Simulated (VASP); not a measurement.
An input for Quantum ESPRESSO's pw.x (written as the equivalent of a VASP run, and not itself run):

```
&CONTROL
  calculation = 'vc-relax'
  pseudo_dir = './pseudo'
  outdir = './out'
  tprnfor = .true.
  tstress = .true.
  nstep = 60
  forc_conv_thr = 0.00078
/
&SYSTEM
  ibrav = 0
  nat = 4
  ntyp = 2
  ecutwfc = 84
  occupations = 'smearing'
  smearing = 'gaussian'
  degauss = 0.003675
  input_dft = 'pbe'
  vdw_corr = 'grimme-d3'
  dftd3_version = 4
  dftd3_threebody = .false.
/
&ELECTRONS
  conv_thr = 7.3e-08
  electron_maxstep = 100
/
&IONS
/
&CELL
/
ATOMIC_SPECIES
  Sn 118.710 Sn.upf
  O 15.999 O.upf
CELL_PARAMETERS angstrom
     3.8388160    0.0000000    0.0000000
     0.0000000    3.8388160   -0.0000000
     0.0000000   -0.0000000    4.7528783
ATOMIC_POSITIONS crystal
  Sn   0.5000000  0.0000000  0.7555134
  Sn   0.0000000  0.5000000  0.2444866
  O    0.5000000  0.5000000  0.0000000
  O    0.0000000  0.0000000  0.0000000
K_POINTS automatic
  5 5 4 0 0 0
```

Problem. Translate this input to VASP (INCAR, KPOINTS, POSCAR, choice of POTCAR).

Solution. This is not unique; one that fits is 
File KPOINTS:
```
Automatic mesh
0
Gamma
5 5 4
0 0 0
```

POSCAR:
```
SnO
1.0
  3.8388160113   0.0000000000   0.0000000000
  0.0000000000   3.8388160113   0.0000000000
  0.0000000000   0.0000000000   4.7528783260
Sn O
2 2
Cart
  1.9194080057   0.0000000000   3.5908634198
  0.0000000000   1.9194080057   1.1620149062
  1.9194080057   1.9194080057   0.0000000000
  0.0000000000   0.0000000000   0.0000000000
```

**INCAR**
```
ISMEAR=0
GGA=PE   # PBE
LMAXMIX=4   # l cut-off of mixed one-centre charges
LREAL=.FALSE.   # projection in real space or not
ENCUT=580   # plane-wave cut-off (eV)
ALGO=Normal
SYSTEM=SnO
IBRION=2   # conjugate gradients
ISIF=3   # ions, shape and volume
NELM=100
SIGMA=0.05   # width (eV)
LASPH=.TRUE.   # aspherical one-centre terms
LWAVE=.FALSE.
EDIFFG=-0.02
NSW=60   # most ionic steps
IVDW=12   # D3, Becke-Johnson
EDIFF=1E-6   # SCF stop (eV)
PREC=Accurate
LCHARG=.FALSE.
```

POTCAR, in this order: Sn_d O (PBE.64 set). Program: vasp_std.

Limits of the translation: the potentials are each code's own (VASP's PAW set, PseudoDojo norm-conserving files in pw.x), so ENCUT and ecutwfc are chosen apart and not converted; conv_thr bounds pw.x's estimated SCF error, while EDIFF bounds the energy change between steps; forc_conv_thr acts on force components and is met together with etot_conv_thr.

The compound is SnO in the litharge structure. It was relaxed first. The start is the result of an earlier pass.
